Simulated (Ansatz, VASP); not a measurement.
# Sn: VASP beside Ansatz, part 2 of 2

One calculation is typed for both programs; each brings its own data sets. How far apart do they land? The cell is taken from a series of runs on this material, whose earlier steps may have relaxed, scaled, displaced or heated it; both programs get it as it stands.

VASP 6.6.1 and Ansatz 0.2.0.

So far: Set-up; VASP: zone-centre phonons, PBEsol.

### Step 2. VASP: zone-centre phonons, PBEsol (continued)

Level of this step: PBEsol; plane waves and PAW (Sn_d) (VASP).

Numbers of over 12 decimals in the logs are rounded to 6 here.

OUTCAR, selected parts (step 2):

```text
ion  position               nearest neighbor table
   1  0.500  0.500  0.500-   2 2.80   2 2.80   2 2.80   2 2.81
   2  0.750  0.750  0.750-   1 2.80   1 2.80   1 2.80   1 2.81

  LATTYP: Found a body centered tetragonal cell.
 ALAT       =     4.4852874691
 C/A-ratio  =     1.5013047093

 Subroutine GETGRP returns: Found  4 space group operations
 (whereof  2 operations were pure point group operations)

The static configuration has the point symmetry C_1h.
 The point group associated with its full space group is C_2h.

   k-points           NKPTS =   1728   k-points in BZ     NKDIM =   1728   number of bands    NBANDS=     20

   dimension x,y,z NGX =    36 NGY =   36 NGZ =   36
   dimension x,y,z NGXF=    72 NGYF=   72 NGZF=   72

   ENCUT  =  500.0 eV  36.75 Ry    6.06 a.u.   8.43  8.43  8.18*2*pi/ulx,y,z

   NELECT =      28.0000    total number of electrons

 k-points in reciprocal lattice and weights: Points of the shifted mesh
   0.04166667  0.04166667  0.04166667       0.001
   0.04166667  0.04166667  0.12500000       0.001
   0.04166667  0.04166667  0.20833333       0.001
   0.04166667  0.04166667  0.29166667       0.001
   0.04166667  0.04166667  0.37500000       0.001
   0.04166667  0.04166667  0.45833333       0.001
   0.04166667  0.04166667  0.54166667       0.001
   0.04166667  0.04166667  0.62500000       0.001
   0.04166667  0.04166667  0.70833333       0.001
[...]
0.95833333  0.95833333  0.87500000       0.001
   0.95833333  0.95833333  0.95833333       0.001

 average (electrostatic) potential at core
       1-101.2351       2-101.2351

  Total        0.8527138      0.8527138     -0.0317592     -0.0036708     -0.0235214     -0.0235214
  in kB       20.1699200     20.1699200     -0.7512256     -0.0868281     -0.5563696     -0.5563713
  external PRESSURE =      13.1962048 kB  Pullay stress =       0.0000000 kB

  energy-cutoff  :      500.00
  volume of cell :       67.73
      direct lattice vectors                 reciprocal lattice vectors
     0.000000000  3.171577185  3.366891600    -0.157650270  0.157650270  0.148504930
     3.171577185  0.000000000  3.366891600     0.157650270 -0.157650270  0.148504930
     3.171577185  3.171577185  0.000000000     0.157650270  0.157650270 -0.148504930

 POSITION                                       TOTAL-FORCE (eV/Angst)
 -----------------------------------------------------------------------------------
      3.17115      3.17115      3.36699        -0.000579     -0.000579     -0.000842
      4.75780      4.75780      5.05024         0.000579      0.000579      0.000842
 -----------------------------------------------------------------------------------
    total drift:                               -0.000000      0.000000     -0.000000

 Eigenvectors and eigenvalues of the dynamical matrix
 ----------------------------------------------------

   1 f  =    5.936626 THz    37.300920 2PiTHz  198.024523 cm-1    24.551901 meV
             X         Y         Z           dx          dy          dz
      3.171146  3.171146  3.366988     0.005079    0.005079    0.707070
      4.757797  4.757797  5.050241    -0.005079   -0.005079   -0.707070

   2 f  =    5.762624 THz    36.207636 2PiTHz  192.220456 cm-1    23.832288 meV
             X         Y         Z           dx          dy          dz
      3.171146  3.171146  3.366988     0.499974    0.499974   -0.007182
      4.757797  4.757797  5.050241    -0.499974   -0.499974    0.007182

   3 f  =    5.700176 THz    35.815261 2PiTHz  190.137397 cm-1    23.574022 meV
             X         Y         Z           dx          dy          dz
      3.171146  3.171146  3.366988     0.500000   -0.500000    0.000000
      4.757797  4.757797  5.050241    -0.500000    0.500000   -0.000000

   4 f  =    0.000000 THz     0.000001 2PiTHz    0.000003 cm-1     0.000000 meV
             X         Y         Z           dx          dy          dz
      3.171146  3.171146  3.366988    -0.125022    0.685353   -0.121083
      4.757797  4.757797  5.050241    -0.125022    0.685353   -0.121083

   5 f  =    0.000000 THz     0.000001 2PiTHz    0.000003 cm-1     0.000000 meV
             X         Y         Z           dx          dy          dz
      3.171146  3.171146  3.366988    -0.030525    0.117503    0.696607
      4.757797  4.757797  5.050241    -0.030525    0.117503    0.696607

   6 f  =    0.000000 THz     0.000000 2PiTHz    0.000002 cm-1     0.000000 meV
             X         Y         Z           dx          dy          dz
      3.171146  3.171146  3.366988     0.695297    0.128393    0.008810
      4.757797  4.757797  5.050241     0.695297    0.128393    0.008810

 ELASTIC MODULI CONTR FROM IONIC RELAXATION (kBar)
 Direction    XX          YY          ZZ          XY          YZ          ZX
 --------------------------------------------------------------------------------
 XX          -0.0107     -0.0031     -0.0008      0.0653      0.3650      1.6336
 YY          -0.0031     -0.0107     -0.0008      0.3397      1.6417      0.0887
 ZZ          -0.0008     -0.0008     -0.0388      2.9519     -0.5664      0.0358
 XY           0.0653      0.3397      2.9519   -232.4822     -0.4516      7.4521
 YZ           0.3650      1.6417     -0.5664     -0.4516   -264.4812      2.4975
 ZX           1.6336      0.0887      0.0358      7.4521      2.4975   -263.4836
 --------------------------------------------------------------------------------
```

### Step 3. Ansatz: zone-centre phonons, PBEsol

Ansatz runs on its PAW soft_1 files.

The same cell, functional, mesh and smearing now go to Ansatz, which takes its cutoff from its data sets.

The input, input.yaml:

```yaml
crystal:
  lattice:
    - [0.0, 3.171577185, 3.3668916]
    - [3.171577185, 0.0, 3.3668916]
    - [3.171577185, 3.171577185, 0.0]
  atoms:
    - { symbol: Sn, position: [0.5000143363, 0.5000143363, 0.4998498239] }
    - { symbol: Sn, position: [0.7499856637, 0.7499856637, 0.7501501761] }
kpoints:
  mp_grid: { grid: [12, 12, 12], shift: [0.5, 0.5, 0.5] }
hamiltonian:
  xc: pbesol
  pseudopotentials: { kind: paw, azcp: { folder: soft_1 }, xc_functional: pbe }
scf:
  occupations: { method: gaussian, width: 0.015 }
output:
  eigenvalues: true
phonons:
  method: dfpt
```

Command:

```sh
$ ansatz run input.yaml --threads 4 --pin off --max-ram 10240MiB --backend cpu --events-out ev --progress --plain --runs-dir out
```

The log of the run:

```text
Engine: ansatz 0.2.0, x86_64-unknown-linux-gnu
Pseudopotentials: kind: paw
Pseudopotential: Sn, paw, valence charge 14, recommended cutoff 420 eV (normal), soft_1/Sn.paw.azcp
Functional definition: PBEsol
  exchange = pbesol_x
  correlation = pbesol_c
Crystal: 2 atoms, lattice volume = 67.734 Å³
Basis set: ecut = 420 eV, 1339 PW (Γ), exchange–correlation on 64×64×64 points (8 copies of the dense FFT grid, shifted against one another)
Bands: 18, of which v1, the nominal top of the filled ones, is band 14 counted from 1 (13 counted from 0)
Symmetry: 4 space group operations
k-points: 864 of 1728 (irreducible under 1 space group operation, time reversal used)
Non-local potential: Sn, projectors of the file, l = 0: 2, l = 1: 2, l = 2: 2, l = 3: 1
PAW form: soft (Blöchl's): semilocal exchange-correlation on the pseudo side does not see the compensation charge
PAW frozen core: Sn, regenerated for the run's functional, and the local potential with it (the file was generated under x = pbe(κ = 0.804, μ = 0.219515), c = pbe(β = 0.066725))
PAW one-centre angular grid: Sn, 590 points (default); XC on 64 Gauss nodes
Initial density: superposition of atomic densities (chi_scale 0.1, normalization cell)
Initial wavefunctions: pseudopotential atomic-orbital guess
Functional: x = pbesol(κ = 0.804, μ = 0.123457), c = pbesol(β = 0.046)
SCF iter   1: F=—  HF=-11899.693345 eV  |F-HF|=—  |Δ(HF+E_count)|=         —  Δρ=2.21e-2  dr2=3.44e-1  ethr=3.10e-3  ⟨swp⟩=6.1  Hψ=86623  notcnv=0
preconditioner: auto → none  [insulator: Δε(μ)=0.052 eV  Ē_g=19.977 eV  σ=0.015 eV  W_gap=0.99  n_scr=14 (ndim 8)  ℏωp=23.9 eV  f_vac=0.003  D(μ)=0.01/eV (n_scr^D=0)  ε∞_Penn≈2.4]
SCF iter   2: F=—  HF=-11899.627849 eV  |F-HF|=—  |Δ(HF+E_count)|=   6.55e-2  Δρ=9.94e-3  dr2=6.33e-2  ethr=1.23e-3  ⟨swp⟩=2.0  Hψ=25886  notcnv=0  defer=1
SCF iter   3: F=—  HF=-11899.620476 eV  |F-HF|=—  |Δ(HF+E_count)|=   7.37e-3  Δρ=8.91e-4  dr2=3.64e-4  ethr=2.26e-4  ⟨swp⟩=2.3  Hψ=22313  notcnv=0  defer=1
SCF iter   4: F=—  HF=-11899.620638 eV  |F-HF|=—  |Δ(HF+E_count)|=   1.63e-4  Δρ=3.81e-4  dr2=4.22e-5  ethr=1.30e-6  ⟨swp⟩=2.0  Hψ=30981  notcnv=0  defer=1
SCF iter   5: F=—  HF=-11899.620641 eV  |F-HF|=—  |Δ(HF+E_count)|=   3.00e-6  Δρ=5.53e-5  dr2=1.11e-6  ethr=1.51e-7  ⟨swp⟩=2.0  Hψ=27647  notcnv=0  defer=1
SCF iter   6: F=—  HF=-11899.620642 eV  |F-HF|=—  |Δ(HF+E_count)|=   5.92e-7  Δρ=6.41e-6  dr2=2.25e-8  ethr=3.97e-9  ⟨swp⟩=2.0  Hψ=18319  notcnv=0  defer=1
SCF iter   7: F=—  HF=-11899.620642 eV  |F-HF|=—  |Δ(HF+E_count)|=   2.48e-8  Δρ=1.37e-6  dr2=1.60e-9  ethr=8.03e-11  ⟨swp⟩=3.0  Hψ=29205  notcnv=0  defer=1
SCF iter   8: F=—  HF=-11899.620642 eV  |F-HF|=—  |Δ(HF+E_count)|=  2.31e-10  Δρ=3.29e-7  dr2=3.56e-11  ethr=5.72e-12  ⟨swp⟩=2.0  Hψ=27628  notcnv=0  defer=1
SCF iter   9: F=-11899.620642 eV  HF=-11899.620642 eV  |F-HF|=0.00e0  |Δ(HF+E_count)|=  1.82e-11  Δρ=3.99e-8  dr2=4.96e-13  ethr=1.00e-12  ⟨swp⟩=6.0  Hψ=70607  notcnv=0
SCF 1 converged in 9 iterations: F = -11899.620642 eV  dr2 = 4.96e-13
  greatest PAW one-centre occupation: 0.991 electrons in one spin orbital (limit 2), on the Sn atom at site 1 (counted from 0), in its partial waves of l = 2
DFPT response loops at Γ: preconditioner auto → Kerker (q_TF=auto, 2.355 Å⁻¹) (partly filled bands, converged f_vac=0.079); β = 1.00, the filter's whole step (`scf.mixing.beta` (0.50) is not read by the response loops under this deck's `scf.mixing.preconditioner`; to damp them name `kerker` or `kerker_dos`, under which they read `scf.mixing.beta`, and type it under 1.00, their step now; both keys bind the ground state too); Broyden in place of MSR1
SCF converged after 9 iterations
Free energy (F): -11899.620642 eV
Harris-Foulkes:  -11899.620642 eV  (|F-HF|=0.00e0)
Internal energy: -11899.620642 eV  (E = F + TS)
E sigma→0 (E₀):  -11899.620642 eV
Fermi energy:    7.915315 eV
--- Per-component energies (eV) ---
  E_band       = -247.036789
  E_kinetic    = 337.600514
  E_local      = -2608.717606  (includes V_loc(G=0)·N_el)
  E_nonlocal   = 293.949078
  E_hartree    = 1269.838271
  E_xc         = -249.298464
  E_vxc        = -160.758410  (∫ρ·V_xc dr)
  E_paw        = -8592.749765  (= ΣΔE_a)
  E_vpaw       = -648.787459  (= ΣTr[D̂ρ^β])
  E_aug_tail   = 0.000578  (compensation charges beyond the density's cutoff)
  E_ewald      = -2350.812927
  E_core_change = 0.569679  (= ΣΔE_core)
  E_smearing   = -0.000000  (= −TS)
  E_closure    = 0.000000  (closes the sum)
  Σ components = -11899.620642   (vs F -11899.620642, Δ=0.00e0)
--- Band table (eV; the first three rows and the last of 864) ---
  k-point 0: bands = [... 10 lower, -2.8252, 6.8487, 7.6968, 8.0324, 8.1933, 9.9719, 9.9774, 10.2300]
  k-point 1: bands = [... 10 lower, -2.7317, 6.0219, 7.2764, 7.9762, 8.5801, 10.0379, 10.0782, 10.8329]
  k-point 2: bands = [... 10 lower, -2.5061, 4.7773, 6.9304, 7.7162, 8.5285, 10.4503, 10.5280, 11.6283]
  k-point 863: bands = [... 10 lower, -1.1847, 1.4994, 6.4020, 6.7581, 7.9834, 11.0150, 11.1640, 13.4828]
--- Phonons (Γ-DFPT): 2 representative perturbations + reference, on 864 of 1728 k-points (Σ response iterations 6) ---
  k mesh reduced under 1 symmetry operation, with k and −k counted as one. Each operation leaves every solved perturbation unchanged. A smaller set is not used because it would not reduce the number of displacements times k-points to solve
  ASR residual: 4.160e-5 → 0.000e0 eV/Å²; symmetrization residual: 2.737e-6 eV/Å²
  ASR residual per site (eV/Å²): 4.16e-5 4.16e-5
  Γ frequencies (cm⁻¹): 0.00 0.00 0.00 190.06 192.13 197.74
  non-analytic LO–TO correction: not included (Born effective charges unavailable; polar crystals: no LO–TO splitting at Γ)
```

The column dr2 measures how far the density is from self-consistency, as an energy; F and HF (Harris–Foulkes) agree once it is small.

### Step 4. Side by side

Known differences besides the potentials themselves: the cutoff is 420 eV in Ansatz and 500 eV in VASP; Ansatz makes its cores anew for this functional, VASP keeps those of its PBE data sets. Total energies have different zeros and are not compared.

Compared:

| quantity | Ansatz | VASP | difference |
| --- | --- | --- | --- |
| optical mode 1 (cm⁻¹) | 190.1 | 190.1 | -0.04 % |
| optical mode 2 (cm⁻¹) | 192.1 | 192.2 | -0.05 % |
| optical mode 3 (cm⁻¹) | 197.7 | 198.0 | -0.14 % |

Our record labels this cell a metal in VASP alone; each run is judged by its own test, so with a small gap or wide smearing the label says little about the levels. Modes are paired by rising frequency, not by their patterns, so a pair may set unlike modes beside each other; they are those without the splitting of longitudinal modes.

### Step 5. What came out

| Quantity | Value |
| --- | --- |
| r.m.s. difference of the optical zone-centre modes, each program's sorted by frequency (zone-centre phonons, PBEsol) | 0.18 cm⁻¹ |

In words: The r.m.s. difference of the optical zone-centre modes, each program's sorted by frequency is 0.18 cm⁻¹ (zone-centre phonons, PBEsol). Such differences can come from data sets, numerical settings and the points named under the comparisons, not from the functional's error against experiment.

[Lines on the potential files, build, host, timing and source positions are cut from VASP's logs without a mark.]

[Logs are printed without paths, hosts, clocks, repeated set-up lines and the standing remarks that a program may print on its own settings, such as how far it seeks lower states.]

[Hosts, paths, dates, database ids (printed as entryN), source tags and the programs' standing remarks are cut or masked in the printed files.]
